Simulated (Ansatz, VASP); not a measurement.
BiB: VASP beside Ansatz

INCAR

```
PREC = Accurate
ENCUT = 520
EDIFF = 1E-7
ISMEAR = -1
SIGMA = 0.02
LREAL = F
LASPH = T
NELM = 60
ALGO = Normal
ISIF = 2
LWAVE = F
LCHARG = T
GGA = PE
LELF = T
LVHAR = T
NBANDS = 16
```

KPOINTS

```
regular mesh
0
Gamma
  8 8 8
```

Contents of POSCAR:

```
BiB
1.0
    0.0000000000      2.7448744743      2.6625282401
    2.7448744743      0.0000000000      2.6625282401
    2.7448744743      2.7448744743      0.0000000000
B Bi
1 1
Direct
    0.0000000000      0.0000000000      0.0000000000
    0.2500000000      0.2500000000      0.2500000000
```

Input for Ansatz:

```yaml
crystal:
  lattice:
    - [0.0, 2.7448744743, 2.6625282401]
    - [2.7448744743, 0.0, 2.6625282401]
    - [2.7448744743, 2.7448744743, 0.0]
  atoms:
    - { symbol: B, position: [0.0, 0.0, 0.0] }
    - { symbol: Bi, position: [0.25, 0.25, 0.25] }
kpoints:
  mp_grid: { grid: [8, 8, 8] }
  band_path:
    path:
      - [0.0, 0.0, 0.0]
      - [-0.5, -0.5, 0.0]
      - [-0.375, -0.375, 0.25]
      - [-0.375, 0.0, 0.375]
      - [0.0, 0.0, 0.5]
      - [-0.5, -0.25, 0.25]
      - [0.390625, 0.390625, 0.0]
    npoints: 1
hamiltonian:
  xc: pbe
scf:
  occupations: { method: fermi_dirac, width: 0.02 }
  n_extra_bands: 4
output:
  forces: true
  stress: true
  eigenvalues: true
```

Change from the starting cell: uniaxial_z strain -3.0%.

Alike in both runs: task single point; functional PBE; k mesh 8 × 8 × 8; occupations fermi-dirac, width 0.02 eV; no spin polarisation.

|  | VASP | Ansatz |
| --- | --- | --- |
| version | VASP 6.6.1 | Ansatz 0.2.0 |
| potentials or method | VASP PAW PBE potentials, release 64 (B, Bi_d) | plane waves, PAW |
| plane-wave cutoff (eV) | 520 | 420 |
| valence electrons in the cell | 18 | 18 |

|  | VASP | Ansatz | Ansatz less VASP |
| --- | --- | --- | --- |
| pressure (GPa) | 3.8 | 3.9 | +0.06 |
| largest component of the traceless stress (GPa) | 1.82 | 1.82 | -0.002 |

Caveats: spin-orbit coupling is left out, which as a rule narrows the gap of such compounds by several tenths of an eV.
